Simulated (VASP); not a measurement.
# Fe: how cutoff and mesh change the relaxed cell, part 2 of 2

Aim: test the relaxed volume of Fe against cutoff and mesh. The starting structure is a measured crystal structure from the Crystallography Open Database. The first relaxation on each setting starts from this cell expanded by 3 % in volume.

VASP 6.6.1.

Results so far: reference 10.84 Å³ an atom; a cutoff of 270 eV 10.70 Å³ an atom; a 12×12×12 mesh 10.79 Å³ an atom.

The database entry behind the starting cell differs from later determinations by our own check (about 0.2 % short), so it need not match the best structure at ambient conditions.

### 5. Relaxation with a cutoff of 600 eV

Level of this step: PBEsol, spin-polarised from a ferromagnetic start (one magnetic atom a cell); plane waves and PAW (Fe) (VASP).

Against step 2 the input has ENCUT = 600. This run starts from the cell of an earlier relaxation, which isn't shown; the restart sets up the plane waves anew.

File INCAR:

```
SYSTEM = Fe
PREC = Accurate
ENCUT = 600
EDIFF = 1E-06
NELM = 100
ISMEAR = 1
SIGMA = 0.15
LREAL = .FALSE.
ALGO = Normal
GGA = PS
NBANDS = 12
ISPIN = 2
MAGMOM = 3
LMAXMIX = 4
LORBIT = 11
LWAVE = .FALSE.
LCHARG = .FALSE.
KPAR = 4
IBRION = 2
NSW = 50
ISIF = 3
EDIFFG = -0.006
```

File POSCAR:

```
Fe
1.0
   -1.3943835808      1.3943835808      1.3943835808
    1.3943835808     -1.3943835808      1.3943835808
    1.3943835808      1.3943835808     -1.3943835808
Fe
1
Direct
    0.0000000000      0.0000000000      0.0000000000
```

File KPOINTS:

```
Automatic mesh
0
Gamma
22 22 22
0 0 0
```

The projector-augmented-wave data sets are Fe (PBE family, release 64).

On the command line:

```console
$ mpirun -np 4 vasp_std
```

The log of the run:

```text
[... set-up lines as in an earlier step ...]
 entering main loop
       N       E                     dE             d eps       ncg     rms          rms(c)
DAV:   1     0.225841797641E+02    0.22584E+02   -0.43458E+03 16828   0.921E+02
DAV:   2    -0.907105795452E+01   -0.31655E+02   -0.29155E+02 16420   0.144E+02
DAV:   3    -0.995739865428E+01   -0.88634E+00   -0.88062E+00 18040   0.267E+01
DAV:   4    -0.996064022417E+01   -0.32416E-02   -0.32412E-02 17672   0.146E+00
[...]
DAV:  11    -0.891398474907E+01   -0.84038E-05   -0.12030E-04 18288   0.132E-01    0.278E-02
DAV:  12    -0.891398684579E+01   -0.20967E-05   -0.55227E-06 16236   0.292E-02    0.106E-02
DAV:  13    -0.891398725452E+01   -0.40872E-06   -0.12110E-06 13016   0.113E-02
   1 F= -.89139873E+01 E0= -.89140639E+01  d E =-.891399E+01  mag=     2.1403
[...]
reached required accuracy - stopping structural energy minimisation
```

Wall time 12 s (4 MPI ranks of Intel Xeon 6975P-C (Granite Rapids), shared host); peak memory 0.72 GiB; 47 s of CPU time.

OUTCAR, selected parts (step 5):

```text
  Total        0.0039292      0.0039292      0.0039292      0.0000000      0.0000000     -0.0000000
  in kB        0.5805121      0.5805121      0.5805121      0.0000000      0.0000000     -0.0000000
  external PRESSURE =       0.5805121 kB  Pullay stress =       0.0000000 kB

 POSITION                                       TOTAL-FORCE (eV/Angst)
 -----------------------------------------------------------------------------------
      0.00000      0.00000      0.00000        -0.000000      0.000000      0.000000
 -----------------------------------------------------------------------------------
    total drift:                                0.000000      0.000000      0.000000

  FREE ENERGIE OF THE ION-ELECTRON SYSTEM (eV)
  ---------------------------------------------------
  free  energy   TOTEN  =        -8.9139872545 eV

  energy  without entropy=       -8.9142171539  energy(sigma->0) =       -8.91406389

 magnetization (x)
# of ion       s       p       d       tot
------------------------------------------
    1       -0.013  -0.049   2.183   2.121

[... 2 parts as in an earlier step ...]

[... 2 further parts left out ...]
[key lines of the parts left out:]
E-fermi :   6.1733
```

With a cutoff of 600 eV the cell ends at 10.844 Å³ an atom, +0.06 % from the reference; the bulk modulus is 235.0 GPa against 235.6 GPa.

### 6. Relaxation with a 30×30×30 mesh

Against step 2 the input has a 30×30×30 mesh. This run starts from the cell of an earlier relaxation, which isn't shown; the restart sets up the plane waves anew.

Changes to INCAR since step 5:

```diff
@@ -2,3 +2,3 @@
 PREC = Accurate
-ENCUT = 600
+ENCUT = 450
 EDIFF = 1E-06
```

File POSCAR:

```
Fe
1.0
   -1.3940418707      1.3940418707      1.3940418707
    1.3940418707     -1.3940418707      1.3940418707
    1.3940418707      1.3940418707     -1.3940418707
Fe
1
Direct
    0.0000000000      0.0000000000      0.0000000000
```

File KPOINTS:

```
Automatic mesh
0
Gamma
30 30 30
0 0 0
```

On the command line:

```console
$ mpirun -np 4 vasp_std
```

The log of the run:

```text
[... set-up lines as in an earlier step ...]
 entering main loop
       N       E                     dE             d eps       ncg     rms          rms(c)
DAV:   1     0.172605434642E+02    0.17261E+02   -0.36247E+03 39680   0.739E+02
DAV:   2    -0.932170726244E+01   -0.26582E+02   -0.24402E+02 37728   0.125E+02
DAV:   3    -0.995693908145E+01   -0.63523E+00   -0.63135E+00 41500   0.220E+01
DAV:   4    -0.995905871858E+01   -0.21196E-02   -0.21195E-02 40340   0.115E+00
[...]
DAV:  10    -0.891424407674E+01   -0.55139E-04   -0.59101E-04 40812   0.281E-01    0.784E-02
DAV:  11    -0.891424793229E+01   -0.38556E-05   -0.96481E-05 41100   0.992E-02    0.306E-02
DAV:  12    -0.891424796657E+01   -0.34279E-07   -0.26545E-06 35964   0.221E-02
   1 F= -.89142480E+01 E0= -.89142256E+01  d E =-.891425E+01  mag=     2.1321
[...]
N       E                     dE             d eps       ncg     rms          rms(c)
DAV:   1    -0.891457015396E+01   -0.32222E-03   -0.60106E-03 40544   0.117E+00    0.179E-01
[...]
DAV:   4    -0.891424198169E+01    0.33200E-05   -0.17507E-06 37676   0.178E-02    0.128E-02
DAV:   5    -0.891423946827E+01    0.25134E-05   -0.36292E-06 39556   0.139E-02    0.188E-03
DAV:   6    -0.891423944532E+01    0.22949E-07   -0.57150E-08 18520   0.194E-03
   2 F= -.89142394E+01 E0= -.89142122E+01  d E =0.852125E-05  mag=     2.1280
 trial-energy change:    0.000009  1 .order    0.000006   -0.000030    0.000042
 step:   0.4159(harm=  0.4159)  dis= 0.00000  next Energy=    -8.914254 (dE=-0.625E-05)
[...]
N       E                     dE             d eps       ncg     rms          rms(c)
DAV:   1    -0.891437058784E+01   -0.13112E-03   -0.20706E-03 40356   0.682E-01    0.104E-01
DAV:   2    -0.891426436189E+01    0.10623E-03   -0.99637E-04 40772   0.383E-01    0.890E-02
DAV:   3    -0.891425539942E+01    0.89625E-05   -0.54365E-05 41764   0.959E-02    0.342E-02
DAV:   4    -0.891425403910E+01    0.13603E-05   -0.58140E-07 25520   0.104E-02    0.759E-03
DAV:   5    -0.891425274368E+01    0.12954E-05   -0.11785E-06 26712   0.790E-03    0.110E-03
DAV:   6    -0.891425278522E+01   -0.41534E-07   -0.35036E-08 18272   0.149E-03
   3 F= -.89142528E+01 E0= -.89142287E+01  d E =-.481865E-05  mag=     2.1297
[...]
reached required accuracy - stopping structural energy minimisation
```

Wall time 35 s (4 MPI ranks); peak memory 0.88 GiB; 2.3 min of CPU time.

OUTCAR, selected parts (step 6):

```text
  Total        0.0030784      0.0030784      0.0030784      0.0000000      0.0000000      0.0000000
  in kB        0.4555431      0.4555431      0.4555431      0.0000000      0.0000000      0.0000000
  external PRESSURE =       0.4555431 kB  Pullay stress =       0.0000000 kB

 POSITION                                       TOTAL-FORCE (eV/Angst)
 -----------------------------------------------------------------------------------
      0.00000     -0.00000      0.00000         0.000000     -0.000000      0.000000
 -----------------------------------------------------------------------------------
    total drift:                                0.000000      0.000000      0.000000

  FREE ENERGIE OF THE ION-ELECTRON SYSTEM (eV)
  ---------------------------------------------------
  free  energy   TOTEN  =        -8.9142527852 eV

  energy  without entropy=       -8.9141806055  energy(sigma->0) =       -8.91422873

 magnetization (x)
# of ion       s       p       d       tot
------------------------------------------
    1       -0.013  -0.050   2.173   2.111

[... 1 part as in an earlier step ...]

[... 3 further parts left out ...]
[key lines of the parts left out:]
E-fermi :   6.2021
```

With a 30×30×30 mesh the cell ends at 10.827 Å³ an atom, -0.10 % from the reference; the bulk modulus is 224.1 GPa against 235.6 GPa.

### 7. The runs compared

| run | volume (Å³/atom) | change (%) | bulk modulus (GPa) | pressure left (GPa) | core minutes |
| --- | --- | --- | --- | --- | --- |
| reference | 10.838 | - | 235.6 | 0.07 | 3.51 |
| a cutoff of 270 eV | 10.7 | -1.28 | 247.0 | 0.0 | 1.28 |
| a 12×12×12 mesh | 10.792 | -0.42 | 237.8 | 0.04 | 1.08 |
| a cutoff of 600 eV | 10.844 | 0.06 | 235.0 | 0.06 | 3.89 |
| a 30×30×30 mesh | 10.827 | -0.1 | 224.1 | 0.05 | 7.87 |

Core minutes are wall time times ranks, summed over the relaxations behind a row (those for a bulk modulus apart), on shared hosts.

### 8. Outcome

```yaml
volume_of_the_reference: 10.84 Å³/atom
volume_against_the_reference_a_cutoff_of_270_ev: -1.28 %
volume_against_the_reference_a_12x12x12_mesh: -0.42 %
volume_against_the_reference_a_cutoff_of_600_ev: +0.06 %
volume_against_the_reference_a_30x30x30_mesh: -0.10 %
```

In words: The volume moves most with a cutoff of 270 eV: -1.28 % against the reference (450 eV, 22×22×22 mesh). On finer settings it changes by +0.06 % with a cutoff of 600 eV and -0.10 % with a 30×30×30 mesh. The relaxations stop with up to 0.07 GPa left, which at the bulk modulus found here is 0.03 % of the volume. That understates it: a restart alone still moved the volume by up to 1.0 %. A cell that shrinks at the lower cutoff is the usual mark of Pulay stress, the error that a plane-wave basis makes when it is kept while the volume changes. The bulk modulus is more sensitive: it changes by -4.9 % with a 30×30×30 mesh. Further runs on this material are not shown.

[Lines on the potential files, build, host, timing and source positions are cut from VASP's logs without a mark.]

[Logs are printed without paths, hosts, clocks, repeated set-up lines and the standing remarks that a program may print on its own settings, such as how far it seeks lower states.]

[Hosts, paths, dates, database ids (printed as entryN), source tags and the programs' standing remarks are cut or masked in the printed files.]
